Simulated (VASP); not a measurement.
An input for Ansatz (written as the equivalent of a VASP run, and not itself run):

Ansatz 0.2 input:
```yaml
crystal:
  lattice:
    - [-2.7233986, 2.7233986, 2.6699986]
    - [2.7233986, -2.7233986, 2.6699986]
    - [2.6165987, 2.6165987, -2.6699986]
  atoms:
    - { symbol: K, position: [0.0000000, 0.0000000, 0.0000000] }
kpoints:
  mp_grid: { grid: [10, 10, 10] }
hamiltonian:
  xc: r2scan
  pseudopotentials: { kind: paw }
scf:
  occupations: { method: methfessel_paxton, width: 0.1 }
  max_iter: 100
output: { forces: true, stress: true, eigenvalues: true }
```

Problem. Write the VASP files for the same calculation (r2SCAN).

Solution. Several could match; the one computed here: 
### POSCAR
```
K
1
   -2.7233986008     2.7233986008     2.6699986282
    2.7233986008    -2.7233986008     2.6699986282
    2.6165986556     2.6165986556    -2.6699986282
K
1
Direct
  0.0000000000   0.0000000000   0.0000000000
```

File KPOINTS:
```
Regular mesh
0
gamma
 10 10 10
0 0 0
```

**INCAR**
```
! general
SYSTEM  = K
PREC    = Accurate
ENCUT   = 480
LREAL   = .FALSE.
LASPH   = .TRUE.

! electronic loop
EDIFF   = 1E-7
NELM    = 100
ALGO    = Normal
LMIXTAU = .TRUE.

! smearing
ISMEAR  = 1
SIGMA   = 0.1

! functional
METAGGA = R2SCAN

! ions
ISIF    = 2

! output
LWAVE   = .FALSE.
LCHARG  = .FALSE.
```

POTCAR, in this order: K_sv (PBE.64 set). Program: vasp_std.

Limits of the translation: each code has its own PAW files, so the cut-off isn't converted (ENCUT is set for VASP's; basis.ecutwfc is left out, and Ansatz then takes the one that its files recommend); Ansatz stops its SCF on the density residual and VASP on the energy change (EDIFF).

The compound is K in the bcc structure. This cell was strained or had an atom moved on purpose.
